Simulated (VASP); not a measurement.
Given:

```yaml
crystal:
  lattice:
    - [2.27580, -3.94181, 0.00000]
    - [2.27580, 3.94181, 0.00000]
    - [0.00000, 0.00000, 7.40578]
  atoms:
    - { symbol: Mg, position: [0.66667, 0.33333, 0.49982] }
    - { symbol: Mg, position: [0.33333, 0.66667, 0.99982] }
    - { symbol: Te, position: [0.66667, 0.33333, 0.87618] }
    - { symbol: Te, position: [0.33333, 0.66667, 0.37618] }
```

Level of theory: PBE GGA with D3 dispersion (zero damping), VASP's PBE PAW potentials (set 64) (plane waves; VASP). Settings: 520 eV cut-off, 6×6×4 Γ-centred mesh, tetrahedra with Blöchl corrections, potentials Mg Te.

The cores are frozen, which limits the accuracy of field gradients.

Task: Give the principal components of the electric field gradient (V/Å²) and the asymmetry η at each nucleus.

Result: 
```
atom   Vxx   Vyy  Vzz     η
----  ----  ----  ---  ----
Mg1   -0.2  -0.2  0.4     -
Mg2   -0.2  -0.2  0.4     -
Te3   -1.0  -1.0  2.1  0.00
Te4   -1.0  -1.0  2.1  0.00
```

The compound is MgTe in the wurtzite structure. It was relaxed first.
